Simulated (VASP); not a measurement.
Write the native input for VASP 6.6.1 that does the following.

```
Task                   : single point
Functional             : PBE
Potentials or basis    : VASP PAW PBE potentials, release 64 (Bi_d, N)
Cutoff                 : 520 eV
k mesh                 : 10 × 10 × 10
Occupations            : gaussian, width 0.02 eV
Spin                   : no spin polarisation
Dipole correction      : no
Further INCAR settings : ALGO = Fast; EDIFF = 1e-06; NBANDS = 17
```

The structure of BiN lies in POSCAR:

```
BiN
1.0
    0.0000000000      2.5716000000      2.5716000000
    2.5716000000      0.0000000000      2.5716000000
    2.5716000000      2.5716000000      0.0000000000
Bi N
1 1
Direct
    0.0000000000      0.0000000000      0.0000000000
    0.5000000000      0.5000000000      0.5000000000
```

The cell comes from a database or a generator and needn't be the stable form of this composition.

One way to write it, as run:

INCAR

```
SYSTEM = BiN
ALGO = Fast
EDIFF = 1E-6
ENCUT = 520
GGA = PE
ISIF = 2
ISMEAR = 0
LASPH = .TRUE.
LCHARG = .FALSE.
LREAL = .FALSE.
LWAVE = .FALSE.
NBANDS = 17
NELM = 100
PREC = Accurate
SIGMA = 0.02
```

KPOINTS

```
k-points
0
G
  10 10 10
  0 0 0
```

Potentials or basis: VASP PAW PBE potentials, release 64 (Bi_d, N).

The run is started by

```sh
$ cat potpaw_PBE.64/Bi_d/POTCAR potpaw_PBE.64/N/POTCAR > POTCAR
$ mpirun -np 1 vasp_std > vasp.out
```

Results of the run:

- Pressure: 0.3 GPa
- Band gap on the k mesh: 0.16 eV, direct

Caveat: spin-orbit coupling is left out, which as a rule narrows the gap of such compounds by several tenths of an eV.

Wall time 40 s on 1 thread of Intel(R) Xeon(R) Platinum 8375C CPU @ 2.90GHz (Ice Lake), on a shared host, peak memory 0.17 GiB.
